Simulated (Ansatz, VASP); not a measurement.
# Cross-check of SnSO4 (Pnma (measured, COD) SnSO4, displaced supercell) between VASP and Ansatz, part 2 of 2

One calculation is typed for both programs; each brings its own data sets. How far apart do they land? The structure shown is the start of the Ansatz relaxation below; VASP solves that cell, so the two are compared at the walk's first step.

VASP 6.6.1 and Ansatz 0.2.0.

So far. Step 3 (VASP: single point, PBEsol, start cell, pair 1): The run ends at a pressure of -0.50 GPa, with forces up to 0.33 eV/Å.

## (7) VASP: single point, PBEsol, start cell, pair 2

Level of this step: PBEsol; plane waves and PAW (Sn_d, S, O) (VASP).

The same cell, functional, mesh and smearing now go to VASP, with its own data sets.

INCAR

```
SYSTEM = SnSO4
PREC = Accurate
ENCUT = 520
EDIFF = 1E-06
NELM = 120
ISMEAR = -1
SIGMA = 0.05
LREAL = Auto
ALGO = Normal
GGA = PS
NBANDS = 424
LORBIT = 11
LWAVE = .FALSE.
LCHARG = .FALSE.
ISIF = 2
LASPH = .TRUE.
GGA_COMPAT = .FALSE.
EFERMI = MIDGAP
NCORE = 2
```

POSCAR

```
SnSO4
1.0
    8.4235600000     -0.0004200000     -0.0001400000
   -0.0005100000     10.4893100000      0.0010200000
   -0.0002100000      0.0013600000     13.6902400000
Sn S O
16 16 64
Direct
    0.2235853662      0.1247419586      0.1006121197
    0.2771707882      0.3746995104      0.3508014915
    0.7772574967      0.3749706074      0.3996369929
    0.7235177484      0.1249939615      0.1496083194
    0.2235147262      0.1246675954      0.6006033591
    0.2771951194      0.3747014467      0.8505808965
    0.7770800139      0.3749343845      0.8995478792
    0.7235895633      0.1248528628      0.6496506966
    0.2234850478      0.6246413675      0.1006771360
    0.2770348548      0.8747133599      0.3505597110
    0.7770265986      0.8749939525      0.3996581718
    0.7234055569      0.6248743058      0.1496514236
    0.2234144207      0.6247672045      0.6006975784
    0.2770591936      0.8746675737      0.8507627790
    0.7770153170      0.8749577325      0.8995982777
    0.7235129975      0.6249810989      0.6495476932
    0.0759457801      0.1247629468      0.3343172489
    0.4248333063      0.3747590341      0.0843723136
    0.9247664907      0.3748828888      0.1658588225
    0.5759501992      0.1249344568      0.4159206267
    0.0759463766      0.1248029850      0.8343376985
    0.4245371165      0.3747990584      0.5844073691
    0.9245890135      0.3748943192      0.6658792724
    0.5759745287      0.1248219634      0.9159118699
    0.0760354106      0.6247577004      0.3343676511
    0.4245193080      0.8748109849      0.0843277492
    0.9244643600      0.8748204228      0.1659311384
    0.5759567216      0.6248243460      0.4159126000
    0.0759172890      0.6247309964      0.8344100179
    0.4247098443      0.8747842942      0.5843628146
[... 60 atom lines left out ...]
    0.9037528157      0.7627724561      0.6050185020
    0.5970344285      0.7368728845      0.8548814319
    0.9037188963      0.9868482045      0.6050164157
    0.5966528498      0.5127780297      0.8550588228
    0.0966769140      0.7367999389      0.8953211922
    0.4036327292      0.7627472094      0.6452902583
```

KPOINTS

```
Automatic mesh
0
Gamma
1 1 1
0 0 0
```

PAW data sets: Sn_d, S and O (PBE family, release 64).

Run with:

```console
$ mpirun -np 8 vasp_gam
```

Numbers of over 12 decimals in the logs are rounded to 6 here.

Log:

```text
[banner, memory and clock lines left out]
running    8 mpi-ranks, on    1 nodes
[...]
[... a notice as in an earlier step ...]

 LDA part: xc-table for (Slater+PW92), standard interpolation
 POSCAR, INCAR and KPOINTS ok, starting setup
[...]
entering main loop
       N       E                     dE             d eps       ncg     rms          rms(c)
DAV:   1     0.179517320780E+05    0.17952E+05   -0.30414E+05   912   0.240E+03
DAV:   2     0.317271447319E+04   -0.14779E+05   -0.14196E+05  1000   0.735E+02
DAV:   3    -0.271174520394E+03   -0.34439E+04   -0.32611E+04   984   0.316E+02
DAV:   4    -0.662703834094E+03   -0.39153E+03   -0.38321E+03  1000   0.110E+02
[...]
DAV:  15    -0.602024725280E+03    0.80171E-05   -0.14485E-04  1112   0.368E-02    0.882E-02
DAV:  16    -0.602024729494E+03   -0.42136E-05   -0.30660E-05  1088   0.132E-02    0.559E-02
DAV:  17    -0.602024729869E+03   -0.37502E-06   -0.14307E-06   528   0.318E-03
   1 F= -.60202473E+03 E0= -.60202473E+03  d E =-.348710E-16
```

OUTCAR, selected parts (step 7):

```text
  FREE ENERGIE OF THE ION-ELECTRON SYSTEM (eV)
  ---------------------------------------------------
  free  energy   TOTEN  =      -602.0247298690 eV

  energy  without entropy=     -602.0247298690  energy(sigma->0) =     -602.02472987
```

The run ends at a pressure of 16.64 GPa, with forces up to 3.0 eV/Å.

## (8) Comparison

Forces on 9 of the 96 atoms, those with the largest forces and the largest differences (eV/Å; atoms numbered as in POSCAR):

| atom | Ansatz x, y, z | VASP x, y, z |
| --- | --- | --- |
| O34 | 3.023, -0.001, -1.335 | 2.700, -0.001, -1.207 |
| O35 | 3.021, 0.004, 1.332 | 2.695, 0.004, 1.205 |
| O36 | -3.019, 0.004, 1.335 | -2.689, 0.003, 1.209 |
| O49 | -3.019, 0.001, -1.335 | -2.691, 0.001, -1.211 |
| O50 | 3.018, 0.000, -1.338 | 2.691, -0.001, -1.212 |
| O51 | 3.021, 0.002, 1.337 | 2.695, 0.003, 1.211 |
| O52 | -3.015, -0.003, 1.332 | -2.685, -0.001, 1.205 |
| O67 | 3.019, 0.001, 1.337 | 2.685, 0.001, 1.208 |
| O84 | -3.018, 0.005, 1.333 | -2.687, 0.004, 1.208 |

The forces differ by 143 meV/Å r.m.s., which is 12.1 % of the r.m.s. force of 1.184 eV/Å (both taken over all components).

## (9) What the set-up changes

Further runs change the set-up of one program: Ansatz's method, potentials or start, or VASP's data sets, cutoff or form of LDA. The table gives that difference for each run.

| run | r.m.s. force difference (meV/Å) |
| --- | --- |
| as above | 143 |
| VASP with a cutoff of 600 eV (perhaps on Ansatz's relaxed cell) | 57 |

## (10) Ansatz: relaxation, PBEsol

The two programs are compared at the cell with which this relaxation starts, whose forces are those of its first step. The cell compared in this pair holds 1303.72 Å³, against 1209.63 Å³ for the pair before.

The structure compared here is the start of the Ansatz relaxation; VASP solves that cell, so the two are compared at the walk's first step.

input.yaml

```yaml
crystal:
  lattice:
    - [8.63652, -0.00044, -0.00014]
    - [-0.00052, 10.75449, 0.00105]
    - [-0.00022, 0.0014, 14.03635]
  atoms:
    - { symbol: Sn, position: [0.22359, 0.12474, 0.10061] }
    - { symbol: Sn, position: [0.27717, 0.3747, 0.3508] }
    - { symbol: Sn, position: [0.77726, 0.37497, 0.39964] }
    - { symbol: Sn, position: [0.72352, 0.12499, 0.14961] }
    - { symbol: S, position: [0.07595, 0.12476, 0.33432] }
    - { symbol: S, position: [0.42483, 0.37476, 0.08437] }
    - { symbol: S, position: [0.92477, 0.37488, 0.16586] }
    - { symbol: S, position: [0.57595, 0.12493, 0.41592] }
    - { symbol: O, position: [0.92173, 0.12454, 0.29351] }
    - { symbol: O, position: [0.57909, 0.37472, 0.04364] }
    - { symbol: O, position: [0.07901, 0.37507, 0.20663] }
    - { symbol: O, position: [0.42173, 0.12515, 0.45672] }
    - { symbol: O, position: [0.20186, 0.12488, 0.2624] }
    - { symbol: O, position: [0.299, 0.3748, 0.0124] }
    - { symbol: O, position: [0.79891, 0.37471, 0.23782] }
    - { symbol: O, position: [0.70184, 0.12475, 0.48784] }
    - { symbol: O, position: [0.09711, 0.01279, 0.39529] }
    - { symbol: O, position: [0.40387, 0.48682, 0.14526] }
    - { symbol: O, position: [0.90392, 0.26279, 0.10499] }
    - { symbol: O, position: [0.59715, 0.23691, 0.35496] }
    - { symbol: O, position: [0.90354, 0.48688, 0.10493] }
    - { symbol: O, position: [0.59667, 0.01284, 0.35503] }
    - { symbol: O, position: [0.09671, 0.23688, 0.39516] }
    - { symbol: O, position: [0.40374, 0.26273, 0.14529] }
    - { symbol: Sn, position: [0.22352, 0.12467, 0.6006] }
    - { symbol: Sn, position: [0.27719, 0.3747, 0.85058] }
    - { symbol: Sn, position: [0.77708, 0.37493, 0.89955] }
    - { symbol: Sn, position: [0.72359, 0.12485, 0.64965] }
    - { symbol: S, position: [0.07595, 0.1248, 0.83434] }
    - { symbol: S, position: [0.42454, 0.3748, 0.58441] }
[... 60 atom lines left out ...]
    - { symbol: O, position: [0.90375, 0.76277, 0.60502] }
    - { symbol: O, position: [0.59703, 0.73687, 0.85488] }
    - { symbol: O, position: [0.90372, 0.98685, 0.60502] }
    - { symbol: O, position: [0.59665, 0.51278, 0.85506] }
    - { symbol: O, position: [0.09668, 0.7368, 0.89532] }
    - { symbol: O, position: [0.40363, 0.76275, 0.64529] }
kpoints:
  mp_grid: { grid: [1, 1, 1] }
hamiltonian:
  xc: pbesol
scf:
  occupations: { method: fermi_dirac, width: 0.05 }
output:
  forces: true
  eigenvalues: true
  stress: true
relax:
  f_tol: 0.05
  max_steps: 70
```

Run with:

```console
$ ansatz run input.yaml --threads 4 --pin off --max-ram 8192MiB --backend cpu --events-out ev --progress --plain --runs-dir out
```

Log:

```text
[...]
Crystal: 96 atoms, lattice volume = 1303.715 Å³
Basis set: ecut = 420 eV, 25441 PW (Γ), exchange–correlation on 120×144×192 points (8 copies of the dense FFT grid, shifted against one another)
Bands: 448, of which v1, the nominal top of the filled ones, is band 352 counted from 1 (351 counted from 0)
Symmetry: 1 space group operations
[...]
k-points: 1
[...]
- { symbol: Sn, position: [0.277364, 0.874648, 0.848936] }
    - { symbol: Sn, position: [0.777425, 0.875002, 0.901412] }
    - { symbol: Sn, position: [0.723146, 0.625011, 0.651333] }
    - { symbol: S, position: [0.072495, 0.624634, 0.835902] }
    - { symbol: S, position: [0.428213, 0.874714, 0.585864] }
    - { symbol: S, position: [0.928156, 0.874968, 0.664382] }
    - { symbol: S, position: [0.572428, 0.624948, 0.914408] }
[...]
- { symbol: O, position: [0.907678, 0.988302, 0.603101] }
    - { symbol: O, position: [0.592626, 0.511542, 0.853188] }
    - { symbol: O, position: [0.092621, 0.738053, 0.897118] }
    - { symbol: O, position: [0.407728, 0.761388, 0.647152] }
```

## (11) VASP: single point, PBEsol, start cell, pair 3

The same cell, functional, mesh and smearing now go to VASP, with its own data sets.

INCAR is that of step 7.

POSCAR

```
SnSO4
1.0
    8.6365200000     -0.0004400000     -0.0001400000
   -0.0005200000     10.7544900000      0.0010500000
   -0.0002200000      0.0014000000     14.0363500000
Sn S O
16 16 64
Direct
    0.2235954992      0.1247439467      0.1006102243
    0.2771685842      0.3747021788      0.3507995573
    0.7772555270      0.3749673386      0.3996420081
    0.7235203426      0.1249904827      0.1496094108
    0.2235156012      0.1246695576      0.6005977615
    0.2771928940      0.3747022083      0.8505804835
    0.7770829993      0.3749301496      0.8995511736
    0.7235909654      0.1248510040      0.6496468248
    0.2234866545      0.6246374661      0.1006796937
    0.2770250022      0.8747073179      0.3505626706
    0.7770309014      0.8749910379      0.3996615961
    0.7233999172      0.6248654083      0.1496503840
    0.2234183483      0.6247676385      0.6007028375
    0.2770608989      0.8746701003      0.8507568125
    0.7770088986      0.8749631498      0.8995992598
    0.7235052880      0.6249770067      0.6495524168
    0.0759493903      0.1247632724      0.3343233555
    0.4248254433      0.3747614999      0.0843713626
    0.9247742641      0.3748829280      0.1658576369
    0.5759445316      0.1249311806      0.4159164921
    0.0759505508      0.1248004641      0.8343393826
    0.4245371359      0.3747986770      0.5844087599
    0.9245901634      0.3748922159      0.6658807885
    0.5759688401      0.1248196010      0.9159111575
    0.0760258109      0.6247590849      0.3343714460
    0.4245197666      0.8748130996      0.0843268285
    0.9244685836      0.8748229315      0.1659271008
    0.5759630504      0.6248154169      0.4159075955
    0.0759227594      0.6247311805      0.8344088500
    0.4247061828      0.8747759095      0.5843571117
[... 60 atom lines left out ...]
    0.9037470817      0.7627744900      0.6050166611
    0.5970311244      0.7368704476      0.8548810674
    0.9037258370      0.9868483405      0.6050212720
    0.5966471169      0.5127779596      0.8550616872
    0.0966801566      0.7367982201      0.8953210697
    0.4036276873      0.7627487855      0.6452928020
```

KPOINTS is that of step 7.

Run with:

```console
$ mpirun -np 8 vasp_gam
```

Log:

```text
[... set-up lines as in an earlier step ...]
 entering main loop
       N       E                     dE             d eps       ncg     rms          rms(c)
DAV:   1     0.177473411315E+05    0.17747E+05   -0.29997E+05   864   0.234E+03
DAV:   2     0.311267008839E+04   -0.14635E+05   -0.14048E+05  1016   0.725E+02
DAV:   3    -0.278451357854E+03   -0.33911E+04   -0.31924E+04   992   0.312E+02
DAV:   4    -0.668335871044E+03   -0.38988E+03   -0.38204E+03  1008   0.110E+02
[...]
DAV:  15    -0.607924805308E+03    0.26970E-04   -0.18991E-04  1128   0.379E-02    0.663E-02
DAV:  16    -0.607924811665E+03   -0.63570E-05   -0.53944E-05  1040   0.140E-02    0.471E-02
DAV:  17    -0.607924811775E+03   -0.10985E-06   -0.26873E-06   728   0.480E-03
   1 F= -.60792481E+03 E0= -.60792481E+03  d E =-.623928E-16
```

OUTCAR, selected parts (step 11):

```text
  FREE ENERGIE OF THE ION-ELECTRON SYSTEM (eV)
  ---------------------------------------------------
  free  energy   TOTEN  =      -607.9248117748 eV

  energy  without entropy=     -607.9248117748  energy(sigma->0) =     -607.92481177
```

The run ends at a pressure of 3.68 GPa, with forces up to 0.69 eV/Å.

## (12) Comparison

Forces on 8 of the 96 atoms, those with the largest forces and the largest differences (eV/Å; atoms numbered as in POSCAR):

| atom | Ansatz x, y, z | VASP x, y, z |
| --- | --- | --- |
| O33 | -0.782, -0.001, -0.345 | -0.617, -0.001, -0.275 |
| O34 | 0.788, -0.001, -0.349 | 0.625, -0.002, -0.281 |
| O35 | 0.786, 0.001, 0.346 | 0.626, 0.002, 0.278 |
| O36 | -0.786, 0.001, 0.349 | -0.621, 0.003, 0.278 |
| O49 | -0.786, 0.001, -0.350 | -0.618, 0.001, -0.280 |
| O51 | 0.787, 0.001, 0.348 | 0.627, 0.001, 0.279 |
| O67 | 0.786, 0.000, 0.349 | 0.623, 0.000, 0.279 |
| O82 | 0.787, 0.000, -0.346 | 0.626, -0.002, -0.277 |

The forces differ by 73 meV/Å r.m.s., which is 26.6 % of the r.m.s. force of 0.274 eV/Å (both taken over all components).

## (13) What the set-up changes

Further runs change the set-up of one program: Ansatz's method, potentials or start, or VASP's data sets, cutoff or form of LDA. The table gives that difference for each run.

| run | r.m.s. force difference (meV/Å) |
| --- | --- |
| as above | 73 |
| VASP with a cutoff of 600 eV (perhaps on Ansatz's relaxed cell) | 56 |

## (14) Outcome

| Item | Value |
| --- | --- |
| r.m.s. force difference (single point, PBEsol, start cell, pair 1) | 52 meV/Å |
| r.m.s. force difference (single point, PBEsol, start cell, pair 2) | 12 % of the r.m.s. force |
| r.m.s. force difference (single point, PBEsol, start cell, pair 3) | 27 % of the r.m.s. force |

What this shows: The r.m.s. force difference is 27 % of the r.m.s. force (single point, PBEsol, start cell, pair 3), beyond the 3 % picked in this series as the mark of a large difference. Single point, PBEsol, start cell, pair 2, VASP with a cutoff of 600 eV (perhaps on Ansatz's relaxed cell): r.m.s. force difference goes from 143 to 57 meV/Å. 2 further runs of this series are not shown here. Such differences can come from data sets, numerical settings and the points named under the comparisons, not from the functional's error against experiment.

[Lines on the potential files, build, host, timing and source positions are cut from VASP's logs without a mark.]

[Logs are printed without paths, hosts, clocks, repeated set-up lines and the standing remarks that a program may print on its own settings, such as how far it seeks lower states.]

[Hosts, paths, dates, database ids (printed as entryN), source tags and the programs' standing remarks are cut or masked in the printed files.]

[Rows of further runs with another cutoff or data set may stand on the cell that Ansatz relaxed, not on the start cell of the pair above them.]
